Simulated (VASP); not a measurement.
Here is the system:

```
CELL_PARAMETERS angstrom
      2.65812     0.00000     0.00000
      0.00000     2.65812     0.00000
      0.00000     0.00000     2.65812
ATOMIC_POSITIONS crystal
  Ru 0.00000 0.00000 0.00000
  B  0.50000 0.50000 0.50000
```

Level of theory: LDA (Ceperley-Alder, Perdew-Zunger), VASP's LDA PAW potentials (set 64) (plane waves; VASP 6.6.1). Run with 520 eV cut-off, Gaussian smearing of 0.050 eV, potentials Ru_pv B.

Problem. What does the run give for the band gap (along the path) with the smallest direct gap where there is one?

Solution. 
```json
{
 "band gap (along the path)": "none (metal, semimetal or under 0.01 eV)"
}
```

The absolute energy has meaning only against runs of the same code, potentials and settings.

The structure was generated: RuB was put into the CsCl type type (Pm-3m), which need not be its known phase. It was relaxed first, which changed the volume by -30 %. The electron count is odd and the run is not spin-polarised, which forces a metal.
